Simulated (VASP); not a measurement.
Input:

```
HfPd
1.0
    1.62255    -5.10206     0.00000
    1.62255     5.10206     0.00000
    0.00000     0.00000     4.33745
Hf Pd
2 2
Direct
  0.85702   0.14298   0.75000
  0.14298   0.85702   0.25000
  0.58870   0.41130   0.75000
  0.41130   0.58870   0.25000
```

The numbers are results of PBEsol GGA, VASP's PBE PAW potentials (set 64) (plane waves; VASP), not measurements. Run with 400 eV cut-off, Gaussian smearing of 0.050 eV, potentials Hf_pv Pd.

Unless said otherwise, spin-orbit coupling is left out, though it shifts the bands of the heavy elements here.

Q: Estimate the band gap (along the path) with the smallest direct gap where there is one.

A: 
| Quantity | Result |
|---|---|
| band gap (along the path) | none (metal, semimetal or under 0.01 eV) |

Total energies compare only between runs with the same potentials, cut-off and functional.

The structure comes from a computed database's HfPd entry (Cmcm); how it stands against other phases isn't given here. It was relaxed first.
